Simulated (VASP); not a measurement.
Level of theory: LDA (Ceperley-Alder, Perdew-Zunger), VASP's LDA PAW potentials (set 64) (plane waves; VASP).

Input for VASP

### INCAR
```
# general
SYSTEM = NaF
PREC   = Accurate
ENCUT  = 520   # plane-wave cut-off (eV)
LREAL  = F   # projection in real space or not
LASPH  = T   # aspherical one-centre terms

# electronic loop
EDIFF  = 1E-6   # SCF stop (eV)
NELM   = 100   # most electronic steps
ALGO   = Normal   # blocked Davidson

# smearing
ISMEAR = 0   # Gaussian
SIGMA  = 0.05   # width (eV)

# ions
IBRION = 2   # conjugate gradients
NSW    = 60   # most ionic steps
ISIF   = 3
EDIFFG = -0.01   # ionic stop

# output
LWAVE  = F
LCHARG = F
```

### KPOINTS
```
kpoints
0
G
9 9 9
```

**POSCAR**
```
NaF
1
   -0.0000000000     2.2522326405     2.2522326405
    2.2522326405     0.0000000000     2.2522326405
    2.2522326405     2.2522326405    -0.0000000000
Na F
1 1
Direct
  0.0000000000   0.0000000000   0.0000000000
  0.5000000000   0.5000000000   0.5000000000
```

POTCAR, in this order: Na_pv F (LDA.64 set). Program: vasp_std.

**Question.** What will the output report for the number of irreducible k-points (NKPTS), largest plane-wave count, number of space-group operations, FFT grid (NGX, NGY, NGZ)?

**Answer.** 
The number of irreducible k-points (NKPTS) comes out as 35 and the largest plane-wave count is 624. The number of space-group operations is 48 and the FFT grid (NGX, NGY, NGZ) is 24 × 24 × 24.

The compound is NaF in the rock salt structure. It was relaxed first, which changed the volume by -8 %. The start is the result of an earlier pass.
